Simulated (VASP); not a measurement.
# TaS2 (relaxed from the CdI2 structure, space group P-3m1): computed properties

Level of theory: PBEsol GGA, VASP's PBE PAW potentials (set 64) (plane waves; VASP).

```yaml
space_group: P-3m1 (164)
cell: a = 3.3205 Å, b = 3.3205 Å, c = 5.9675 Å, α = 90.00°, β = 90.00°, γ = 120.00°
volume_per_atom: 18.99 Å³/atom
band gap (over mesh and band path): none (metal, semimetal or under 0.01 eV)
band_gap_with_spin_orbit_coupling: none (metallic)
density: 7.14 g/cm³
```

TaS$_{2}$ is taken in the trigonal space group P-3m1 (No. 164), the CdI2 type structure, Pearson symbol hP3. Cell: a = 3.3205 Å, b = 3.3205 Å, c = 5.9675 Å, α = 90.00°, β = 90.00°, γ = 120.00°. Ta on 1a is coordinated by 6 S at 2.459 Å (octahedral). S on 2d sees 3 Ta at 2.459 Å (trigonal pyramidal). (Neighbours: up to the widest gap in distance over summed covalent radii, below 1.35, at either atom; cation-cation and far metal-metal contacts left out.)

Without a dispersion term in the relaxation, distances and binding between the weakly bound layers, chains or molecules are unreliable, and so is what depends on them. Unless said otherwise, spin-orbit coupling is left out, though it shifts the bands of the heavy elements here.

The structure was generated: TaS2 was put into the CdI2 type (P-3m1), which need not be its known phase. It was relaxed first, which changed the volume by -12 %. Symmetry was kept, so distortions that lower it aren't found. The electron count is odd and the run is not spin-polarised, which forces a metal.
